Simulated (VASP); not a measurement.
A convergence study with VASP on LiH (rock salt): one setting is varied, all else stays as given below, so the limit is that of these other settings. Each run relaxes cell and ions from the cell shown. The basis is that of the starting cell, so low cut-offs carry a Pulay error.

```
LiH
1.0
    0.00000     2.04000     2.04000
    2.04000     0.00000     2.04000
    2.04000     2.04000     0.00000
Li H
1 1
Cartesian
  0.00000   0.00000   0.00000
  2.04000   2.04000   2.04000
```

Level of theory: PBE GGA, VASP's PBE PAW potentials (set 64) (plane waves; VASP 6.6.1). The tightest run used: 800 eV cut-off, 9×9×9 Γ-centred mesh, Gaussian smearing of 0.050 eV, potentials Li_sv H.

Gaps are read on the run's mesh, which can miss a band edge.

Q: The settings run are ENCUT = 250; ENCUT = 300; ENCUT = 350; ENCUT = 400; ENCUT = 450; ENCUT = 500; ENCUT = 550; ENCUT = 600; ENCUT = 650; ENCUT = 700; ENCUT = 750; ENCUT = 800. From which on does the relaxed volume stay within 0.1 Å³/atom of the tightest run?

A: From ENCUT = 500 on: it is off by 0.029 there and by no more than 0.1 in any finer run, while ENCUT = 450 is off by 0.156.
```json
[
 {"setting": "ENCUT = 250", "relaxed volume (Å³/atom)": "6.244", "E (eV/atom)": "-3.9472", "gap on the mesh (eV)": "2.905", "plane waves": "169", "difference judged (Å³/atom)": "1.772"},
 {"setting": "ENCUT = 300", "relaxed volume (Å³/atom)": "6.604", "E (eV/atom)": "-3.3849", "gap on the mesh (eV)": "3.055", "plane waves": "206", "difference judged (Å³/atom)": "1.413"},
 {"setting": "ENCUT = 350", "relaxed volume (Å³/atom)": "7.178", "E (eV/atom)": "-3.1647", "gap on the mesh (eV)": "3.179", "plane waves": "265", "difference judged (Å³/atom)": "0.838"},
 {"setting": "ENCUT = 400", "relaxed volume (Å³/atom)": "7.604", "E (eV/atom)": "-3.0916", "gap on the mesh (eV)": "3.235", "plane waves": "331", "difference judged (Å³/atom)": "0.412"},
 {"setting": "ENCUT = 450", "relaxed volume (Å³/atom)": "7.860", "E (eV/atom)": "-3.0688", "gap on the mesh (eV)": "3.261", "plane waves": "378", "difference judged (Å³/atom)": "0.156"},
 {"setting": "ENCUT = 500", "relaxed volume (Å³/atom)": "7.987", "E (eV/atom)": "-3.0644", "gap on the mesh (eV)": "3.271", "plane waves": "440", "difference judged (Å³/atom)": "0.029"},
 {"setting": "ENCUT = 550", "relaxed volume (Å³/atom)": "7.991", "E (eV/atom)": "-3.0640", "gap on the mesh (eV)": "3.271", "plane waves": "531", "difference judged (Å³/atom)": "0.025"},
 {"setting": "ENCUT = 600", "relaxed volume (Å³/atom)": "7.985", "E (eV/atom)": "-3.0642", "gap on the mesh (eV)": "3.271", "plane waves": "576", "difference judged (Å³/atom)": "0.031"},
 {"setting": "ENCUT = 650", "relaxed volume (Å³/atom)": "7.982", "E (eV/atom)": "-3.0642", "gap on the mesh (eV)": "3.272", "plane waves": "650", "difference judged (Å³/atom)": "0.034"},
 {"setting": "ENCUT = 700", "relaxed volume (Å³/atom)": "7.991", "E (eV/atom)": "-3.0641", "gap on the mesh (eV)": "3.273", "plane waves": "725", "difference judged (Å³/atom)": "0.026"},
 {"setting": "ENCUT = 750", "relaxed volume (Å³/atom)": "8.005", "E (eV/atom)": "-3.0638", "gap on the mesh (eV)": "3.275", "plane waves": "821", "difference judged (Å³/atom)": "0.011"},
 {"setting": "ENCUT = 800", "relaxed volume (Å³/atom)": "8.016", "E (eV/atom)": "-3.0636", "gap on the mesh (eV)": "3.276", "plane waves": "893", "difference judged (Å³/atom)": "0.000"}
]
```

Left out are rungs that failed or repeat a setting and relaxations that didn't move; long series are thinned to 24 rows.

The compound is LiH in the rock salt structure.
